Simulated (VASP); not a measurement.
```
CELL_PARAMETERS angstrom
      0.00000     2.18000     2.18000
      2.18000     0.00000     2.18000
      2.18000     2.18000     0.00000
ATOMIC_POSITIONS crystal
  Si 0.00000 0.00000 0.00000
  C  0.25000 0.25000 0.25000
```

Computed with G0W0 on PBE orbitals, VASP's PBE PAW potentials (set 64) (plane waves; VASP). Run with PREC = Normal, 500 eV cut-off, 6×6×6 Γ-centred mesh, Gaussian smearing of 0.010 eV, potentials Si_GW C_GW_new.

The mesh is coarse and the basis finite, so the quasiparticle values are not converged.

NBANDS = 120, ENCUTGW = 180 eV, NOMEGA = 64. The PBE levels (eV) that the step starts from are:

| state | KS energy | filling |
|---|---|---|
| k1 (0.00, 0.00, 0.00), band 1 | -6.84 | 2 |
| k1 (0.00, 0.00, 0.00), band 2 | 8.56 | 2 |
| k1 (0.00, 0.00, 0.00), band 3 | 8.56 | 2 |
| k1 (0.00, 0.00, 0.00), band 4 | 8.56 | 2 |
| k1 (0.00, 0.00, 0.00), band 5 | 14.78 | 0 |
| k1 (0.00, 0.00, 0.00), band 6 | 15.85 | 0 |
| k1 (0.00, 0.00, 0.00), band 7 | 15.85 | 0 |
| k1 (0.00, 0.00, 0.00), band 8 | 15.85 | 0 |
| k11 (0.50, 0.33, 0.00), band 1 | -2.51 | 2 |
| k11 (0.50, 0.33, 0.00), band 2 | 1.71 | 2 |
| k11 (0.50, 0.33, 0.00), band 3 | 4.22 | 2 |
| k11 (0.50, 0.33, 0.00), band 4 | 5.79 | 2 |
| k11 (0.50, 0.33, 0.00), band 5 | 11.28 | 0 |
| k11 (0.50, 0.33, 0.00), band 6 | 14.76 | 0 |
| k11 (0.50, 0.33, 0.00), band 7 | 20.64 | 0 |
| k11 (0.50, 0.33, 0.00), band 8 | 20.75 | 0 |
| k15 (-0.33, 0.33, 0.17), band 1 | -2.19 | 2 |
| k15 (-0.33, 0.33, 0.17), band 2 | 1.19 | 2 |
| k15 (-0.33, 0.33, 0.17), band 3 | 3.85 | 2 |
| k15 (-0.33, 0.33, 0.17), band 4 | 5.44 | 2 |
| k15 (-0.33, 0.33, 0.17), band 5 | 13.68 | 0 |
| k15 (-0.33, 0.33, 0.17), band 6 | 16.43 | 0 |
| k15 (-0.33, 0.33, 0.17), band 7 | 18.86 | 0 |
| k15 (-0.33, 0.33, 0.17), band 8 | 19.84 | 0 |

**Question.** Give the quasiparticle energies and renormalisation factors Z.

**Answer.** 
| state | QP energy (eV) | Z |
|---|---|---|
| k1 (0.00, 0.00, 0.00), band 1 | -7.92 | 0.72 |
| k1 (0.00, 0.00, 0.00), band 2 | 7.86 | 0.79 |
| k1 (0.00, 0.00, 0.00), band 3 | 7.86 | 0.79 |
| k1 (0.00, 0.00, 0.00), band 4 | 7.86 | 0.79 |
| k1 (0.00, 0.00, 0.00), band 5 | 15.20 | 0.78 |
| k1 (0.00, 0.00, 0.00), band 6 | 16.35 | 0.79 |
| k1 (0.00, 0.00, 0.00), band 7 | 16.35 | 0.79 |
| k1 (0.00, 0.00, 0.00), band 8 | 16.35 | 0.79 |
| k11 (0.50, 0.33, 0.00), band 1 | -3.49 | 0.73 |
| k11 (0.50, 0.33, 0.00), band 2 | 0.77 | 0.74 |
| k11 (0.50, 0.33, 0.00), band 3 | 3.30 | 0.76 |
| k11 (0.50, 0.33, 0.00), band 4 | 4.91 | 0.77 |
| k11 (0.50, 0.33, 0.00), band 5 | 11.52 | 0.81 |
| k11 (0.50, 0.33, 0.00), band 6 | 15.19 | 0.80 |
| k11 (0.50, 0.33, 0.00), band 7 | 21.21 | 0.75 |
| k11 (0.50, 0.33, 0.00), band 8 | 21.31 | 0.75 |
| k15 (-0.33, 0.33, 0.17), band 1 | -3.17 | 0.73 |
| k15 (-0.33, 0.33, 0.17), band 2 | 0.22 | 0.74 |
| k15 (-0.33, 0.33, 0.17), band 3 | 2.92 | 0.76 |
| k15 (-0.33, 0.33, 0.17), band 4 | 4.57 | 0.77 |
| k15 (-0.33, 0.33, 0.17), band 5 | 14.04 | 0.80 |
| k15 (-0.33, 0.33, 0.17), band 6 | 16.90 | 0.79 |
| k15 (-0.33, 0.33, 0.17), band 7 | 19.51 | 0.76 |
| k15 (-0.33, 0.33, 0.17), band 8 | 20.30 | 0.77 |
On the mesh the gap opens from 1.35 to 2.22 eV.

The compound is SiC in the zinc blende structure. The cell was not relaxed at this level.
